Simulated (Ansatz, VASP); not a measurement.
**ScInS3 in two plane-wave programs**

Wanted: the spread between two codes on one cell, functional and k mesh. The cell is generated by rule, not measured, and may not be a known phase. The cell is taken from a series of runs on this material, whose earlier steps may have relaxed, scaled, displaced or heated it; both programs get it as it stands.

Program: Ansatz 0.2.0. Level of theory: plane waves, with VASP 6.6.1 beside it; zone-centre phonons at PBEsol. Results are calculated unless marked as measured.

The structure was built from a prototype and need not be the compound's stable phase.

### 1. Starting point

The structure is tetragonal, space group P4mm (No. 99). Conventional cell: a = 4.440 Å, b = 4.440 Å, c = 6.190 Å, α = 90.00°, β = 90.00°, γ = 90.00°. Nearest to Sc lie 4 S at 2.56 Å. Nearest to In lie 5 S at 2.39 to 2.55 Å. S has 2 In at 2.55 Å and 2 Sc at 2.56 Å nearest. Nearest to S lie 1 In at 2.39 Å. Farther neighbours and most contacts between anions are not listed.

### 2. Ansatz: zone-centre phonons, PBEsol

Ansatz runs on its PAW soft_1 files.

Second derivatives magnify differences that forces hide, and they need a tight electronic threshold.

The input, input.yaml:

```yaml
crystal:
  lattice:
    - [4.4395971889, 0.0, 0.0]
    - [0.0, 4.4395971889, 0.0]
    - [0.0, 0.0, 6.1904360542]
  atoms:
    - { symbol: Sc, position: [0.0, 0.0, 0.1628019915] }
    - { symbol: In, position: [0.5, 0.5, 0.573627016] }
    - { symbol: S, position: [0.5, 0.0, 0.3697037104] }
    - { symbol: S, position: [0.5, 0.5, 0.9594026556] }
    - { symbol: S, position: [0.0, 0.5, 0.3697037104] }
kpoints:
  mp_grid: { grid: [8, 8, 6] }
hamiltonian:
  xc: pbesol
  pseudopotentials: { kind: paw, azcp: { folder: soft_1 }, xc_functional: pbe }
scf:
  occupations: { method: methfessel_paxton, width: 0.2 }
output:
  eigenvalues: true
phonons:
  method: dfpt
```

On the command line:

```console
> ansatz run input.yaml --threads 4 --pin off --max-ram 16384MiB --backend cpu --events-out ev --progress --plain --runs-dir out
```

Numbers of over 12 decimals in the logs are rounded to 6 here.

Log:

```text
zone centre: on kpoints.mp_grid the ground state, and the responses unless they are solved on pairs of k-points, stand on 100 of the mesh's 384 k-points, reduced under 4 symmetry operations, with k and −k counted as one. Each operation leaves every solved displacement unchanged or reverses it
Engine: ansatz 0.2.0, aarch64-unknown-linux-gnu
Pseudopotentials: kind: paw
Pseudopotential: Sc, paw, valence charge 11, recommended cutoff 420 eV (normal), soft_1/Sc.paw.azcp
Pseudopotential: In, paw, valence charge 13, recommended cutoff 420 eV (normal), soft_1/In.paw.azcp
Pseudopotential: S, paw, valence charge 6, recommended cutoff 420 eV (normal), soft_1/S.paw.azcp
Functional definition: PBEsol
  exchange = pbesol_x
  correlation = pbesol_c
Crystal: 5 atoms, lattice volume = 122.014 Å³
Basis set: ecut = 420 eV, 2421 PW (Γ), exchange–correlation on 60×60×90 points (8 copies of the dense FFT grid, shifted against one another)
Bands: 26, of which v1, the nominal top of the filled ones, is band 21 counted from 1 (20 counted from 0)
Symmetry: 8 space group operations
k-points: 100 of 384 (irreducible under 4 space group operations, time reversal used)
Non-local potential: Sc, projectors of the file, l = 0: 3, l = 1: 2, l = 2: 3, l = 3: 1
Non-local potential: In, projectors of the file, l = 0: 2, l = 1: 2, l = 2: 2, l = 3: 1
Non-local potential: S, projectors of the file, l = 0: 2, l = 1: 2, l = 2: 1
PAW form: soft (Blöchl's): semilocal exchange-correlation on the pseudo side does not see the compensation charge
PAW frozen core: Sc, regenerated for the run's functional, and the local potential with it (the file was generated under x = pbe(κ = 0.804, μ = 0.219515), c = pbe(β = 0.066725))
PAW frozen core: In, regenerated for the run's functional, and the local potential with it (the file was generated under x = pbe(κ = 0.804, μ = 0.219515), c = pbe(β = 0.066725))
PAW frozen core: S, regenerated for the run's functional, and the local potential with it (the file was generated under x = pbe(κ = 0.804, μ = 0.219515), c = pbe(β = 0.066725))
PAW one-centre angular grid: Sc, 590 points (default); XC on 64 Gauss nodes
PAW one-centre angular grid: In, 590 points (default); XC on 64 Gauss nodes
PAW one-centre angular grid: S, 110 points (default); XC on 64 Gauss nodes
Initial density: superposition of atomic densities (chi_scale 0.1, normalization cell, long waves kept (reshape's long-wave potential 0.01 eV rms))
Initial wavefunctions: pseudopotential atomic-orbital guess
Functional: x = pbesol(κ = 0.804, μ = 0.123457), c = pbesol(β = 0.046)
SCF iter   1: F=—  HF=-10296.417941 eV  |F-HF|=—  |Δ(HF+E_count)|=         —  Δρ=3.37e-2  dr2=2.13e0  ethr=3.10e-3  ⟨swp⟩=6.2  Hψ=12318  notcnv=0
preconditioner: auto → Resta (q_TF=auto, 2.284 Å⁻¹)  ε∞=5.4  [insulator: Δε(μ)=0.145 eV  Ē_g=9.346 eV  σ=0.200 eV  W_gap=0.53  n_scr=28 (ndim 8)  ℏωp=19.6 eV  f_vac=0.024  D(μ)=0.24/eV (n_scr^D=0)  ε∞_Penn≈5.4]
SCF iter   2: F=—  HF=-10296.002488 eV  |F-HF|=—  |Δ(HF+E_count)|=   4.15e-1  S|Δr|=    0.00e0  Δρ=1.83e-2  dr2=5.89e-1  ethr=3.10e-3  ⟨swp⟩=3.0  Hψ=4059  notcnv=0
SCF iter   3: F=—  HF=-10295.901259 eV  |F-HF|=—  |Δ(HF+E_count)|=   1.01e-1  S|Δr|=    0.00e0  Δρ=9.39e-3  dr2=1.73e-1  ethr=1.40e-3  ⟨swp⟩=2.1  Hψ=4076  notcnv=0
SCF iter   4: F=—  HF=-10295.874918 eV  |F-HF|=—  |Δ(HF+E_count)|=   2.63e-2  S|Δr|=    0.00e0  Δρ=2.40e-3  dr2=1.85e-2  ethr=4.11e-4  ⟨swp⟩=2.3  Hψ=4115  notcnv=0
SCF iter   5: F=—  HF=-10295.878303 eV  |F-HF|=—  |Δ(HF+E_count)|=   3.38e-3  S|Δr|=    0.00e0  Δρ=8.99e-4  dr2=2.47e-3  ethr=4.40e-5  ⟨swp⟩=2.3  Hψ=4189  notcnv=0
SCF iter   6: F=—  HF=-10295.880134 eV  |F-HF|=—  |Δ(HF+E_count)|=   1.83e-3  S|Δr|=    0.00e0  Δρ=4.08e-4  dr2=3.72e-4  ethr=5.89e-6  ⟨swp⟩=2.1  Hψ=3899  notcnv=0
SCF iter   7: F=—  HF=-10295.880650 eV  |F-HF|=—  |Δ(HF+E_count)|=   5.16e-4  S|Δr|=    0.00e0  Δρ=1.38e-4  dr2=4.68e-5  ethr=8.87e-7  ⟨swp⟩=2.0  Hψ=3679  notcnv=0
SCF iter   8: F=—  HF=-10295.880751 eV  |F-HF|=—  |Δ(HF+E_count)|=   1.01e-4  S|Δr|=    0.00e0  Δρ=4.86e-5  dr2=3.66e-6  ethr=1.11e-7  ⟨swp⟩=2.4  Hψ=4439  notcnv=0
SCF iter   9: F=—  HF=-10295.880765 eV  |F-HF|=—  |Δ(HF+E_count)|=   1.44e-5  S|Δr|=    0.00e0  Δρ=1.20e-5  dr2=2.56e-7  ethr=8.70e-9  ⟨swp⟩=2.2  Hψ=4332  notcnv=0
SCF iter  10: F=—  HF=-10295.880766 eV  |F-HF|=—  |Δ(HF+E_count)|=   6.81e-7  S|Δr|=    0.00e0  Δρ=3.76e-6  dr2=2.19e-8  ethr=6.09e-10  ⟨swp⟩=2.0  Hψ=4328  notcnv=0
SCF iter  11: F=—  HF=-10295.880766 eV  |F-HF|=—  |Δ(HF+E_count)|=   8.37e-8  S|Δr|=    0.00e0  Δρ=9.12e-7  dr2=1.61e-9  ethr=5.21e-11  ⟨swp⟩=2.1  Hψ=4346  notcnv=0
SCF iter  12: F=—  HF=-10295.880766 eV  |F-HF|=—  |Δ(HF+E_count)|=   3.64e-9  S|Δr|=    0.00e0  Δρ=3.59e-7  dr2=3.21e-10  ethr=3.84e-12  ⟨swp⟩=2.5  Hψ=4979  notcnv=0
SCF iter  13: F=—  HF=-10295.880766 eV  |F-HF|=—  |Δ(HF+E_count)|=  1.26e-10  S|Δr|=    0.00e0  Δρ=1.58e-7  dr2=4.39e-11  ethr=1.00e-12  ⟨swp⟩=2.0  Hψ=3486  notcnv=0
SCF iter  14: F=-10295.880766 eV  HF=-10295.880766 eV  |F-HF|=0.00e0  |Δ(HF+E_count)|=  2.36e-11  S|Δr|=    0.00e0  Δρ=4.81e-8  dr2=5.28e-12  ethr=1.00e-12  ⟨swp⟩=7.5  Hψ=13217  notcnv=0
SCF 1 converged in 14 iterations: F = -10295.880766 eV  dr2 = 5.28e-12
  greatest PAW one-centre occupation: 0.998 electrons in one spin orbital (limit 2), on the Sc atom at site 0 (counted from 0), in its partial waves of l = 0
DFPT response loops at Γ: preconditioner auto → Kerker (q_TF=auto, 2.284 Å⁻¹) (partly filled bands, converged f_vac=0.085); β = 1.00, the filter's whole step (`scf.mixing.beta` (0.50) is not read by the response loops under this deck's `scf.mixing.preconditioner`; to damp them name `kerker` or `kerker_dos`, under which they read `scf.mixing.beta`, and type it under 1.00, their step now; both keys bind the ground state too); Broyden in place of MSR1
SCF converged after 14 iterations
Stability not checked: this state was not tested for a lower state beside it, because cold or Methfessel-Paxton smearing, or corrected tetrahedra, fill the levels in a way that the test cannot read (fill_not_monotonic; see scf.lower_state_search)
Free energy (F): -10295.880766 eV
Harris-Foulkes:  -10295.880766 eV  (|F-HF|=0.00e0)
Internal energy: -10295.881887 eV  (E = F + TS)
E sigma→0 (E₀):  -10295.881046 eV
Entropy (-TS):   0.001121 eV (0.224 meV/atom)
Fermi energy:    6.801412 eV
Step filling:    the computed levels leave a gap of 0.0000 eV = 0.0 smearing widths at the electron count; against every level under it full and every level over it empty, smearing changes F+E_penalty+E_count by -0.039 meV and its σ→0 estimate by -0.319 meV
--- Per-component energies (eV) ---
  E_band       = -274.674481
  E_kinetic    = 743.118279
  E_local      = -2947.036939  (includes V_loc(G=0)·N_el)
  E_nonlocal   = 576.092456
  E_hartree    = 1137.848020
  E_xc         = -490.572423
  E_vxc        = -442.214582  (∫ρ·V_xc dr)
  E_paw        = -6882.909510  (= ΣΔE_a)
  E_vpaw       = -480.329910  (= ΣTr[D̂ρ^β])
  E_aug_tail   = 0.000173  (compensation charges beyond the density's cutoff)
  E_ewald      = -2432.972720
  E_core_change = 0.550777  (= ΣΔE_core)
  E_smearing   = 0.001121  (= −TS)
  E_closure    = -0.000000  (closes the sum)
  Σ components = -10295.880766   (vs F -10295.880766, Δ=0.00e0)
--- Band table (eV; the first three rows and the last of 100) ---
  k-point 0: bands = [... 17 lower, 4.6268, 4.8948, 5.8282, 5.8282, 6.5521, 7.6171, 7.8463, 8.9998, ... 1 higher]
  k-point 1: bands = [... 17 lower, 4.6502, 4.6502, 5.7187, 5.7187, 6.8772, 7.6178, 7.9812, 9.1449, ... 1 higher]
  k-point 2: bands = [... 17 lower, 4.7141, 4.7141, 5.4932, 5.4932, 7.3110, 7.6192, 8.2389, 9.2559, ... 1 higher]
  k-point 99: bands = [... 17 lower, 5.0569, 5.0569, 5.2212, 6.7435, 6.8324, 7.7142, 8.3888, 8.3888, ... 1 higher]
--- Phonons (Γ-DFPT): 9 representative perturbations + reference, on 100 of 384 k-points (Σ response iterations 27) ---
  k mesh reduced under 4 symmetry operations, with k and −k counted as one. Each operation leaves every solved displacement unchanged or reverses it
  ASR residual: 5.140e-5 → 0.000e0 eV/Å²; symmetrization residual: 7.090e-6 eV/Å²
  ASR residual per site (eV/Å²): 2.01e-5 4.30e-5 3.44e-5 5.14e-5 3.44e-5
  Γ frequencies (cm⁻¹): -112.73 -112.73 0.00 0.00 0.00 86.42 86.42 123.31 199.35 259.89 259.89 281.99 324.88 324.88 343.98
  non-analytic LO–TO correction: not included (Born effective charges unavailable; polar crystals: no LO–TO splitting at Γ)
```

In the SCF lines HF is the Harris–Foulkes energy and dr2 the Hartree energy of the density residual, in eV; the loop may stop once dr2 is under the threshold and the program's other checks hold. Hψ counts applications of the Hamiltonian.

[end of part 1 of 3]

[Lines on the potential files, build, host, timing and source positions are cut from VASP's logs without a mark.]

[Logs are printed without paths, hosts, clocks, repeated set-up lines and the standing remarks that a program may print on its own settings, such as how far it seeks lower states.]

[Hosts, paths, dates, database ids (printed as entryN), source tags and the programs' standing remarks are cut or masked in the printed files.]
